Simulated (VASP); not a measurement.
The input files of a VASP run:

POSCAR:
```
CdSe
1.0
  4.2998652820   0.0000000000   0.0000000000
 -2.1499326410   3.7237921317   0.0000000000
  0.0000000000   0.0000000000   7.0242280284
Cd Se
2 2
direct
  0.3333330000   0.6666670000   0.9997774215
  0.6666670000   0.3333330000   0.4997774215
  0.3333330000   0.6666670000   0.3752225785
  0.6666670000   0.3333330000   0.8752225785
```

KPOINTS:
```
Automatic mesh
0
Gamma
6 6 3
0 0 0
```

INCAR:
```
LCHARG = F
LREAL = F
ISMEAR = 0   # Gaussian
GGA = PS   # PBEsol
PREC = Accurate
NSW = 40   # most ionic steps
ISIF = 3
LASPH = T   # aspherical one-centre terms
ALGO = Normal
EDIFFG = -0.02   # ionic stop
ENCUT = 500   # plane-wave cut-off (eV)
SYSTEM = CdSe
LMAXMIX = 4
LWAVE = F
IBRION = 2   # conjugate gradients
NELM = 100   # most electronic steps
SIGMA = 0.05
EDIFF = 1E-6   # SCF stop (eV)
```

POTCAR, in this order: Cd Se (PBE.64 set). Program: vasp_std.

**Question.** Write an equivalent input for Ansatz.

**Answer.** One equivalent input (not run):
Ansatz 0.2 input:
```yaml
crystal:
  lattice:
    - [4.2998653, 0.0000000, 0.0000000]
    - [-2.1499326, 3.7237921, 0.0000000]
    - [0.0000000, 0.0000000, 7.0242280]
  atoms:
    - { symbol: Cd, position: [0.3333330, 0.6666670, 0.9997774] }
    - { symbol: Cd, position: [0.6666670, 0.3333330, 0.4997774] }
    - { symbol: Se, position: [0.3333330, 0.6666670, 0.3752226] }
    - { symbol: Se, position: [0.6666670, 0.3333330, 0.8752226] }
kpoints:
  mp_grid: { grid: [6, 6, 3] }
hamiltonian:
  xc: pbesol
  pseudopotentials: { kind: paw }
scf:
  occupations: { method: gaussian, width: 0.05 }
  max_iter: 100
relax:
  max_steps: 40
  f_tol: 0.02
  cell: {}
output: { forces: true, stress: true, eigenvalues: true }
```
What does not carry over: each code has its own PAW files, so the cut-off isn't converted (ENCUT is set for VASP's; basis.ecutwfc is left out, and Ansatz then takes the one that its files recommend); Ansatz stops its SCF on the density residual and VASP on the energy change (EDIFF).

The structure was generated: CdSe was put into the wurtzite type (P6_3mc), which need not be its known phase. This run relaxes it. Symmetry was kept, so distortions that lower it aren't found.
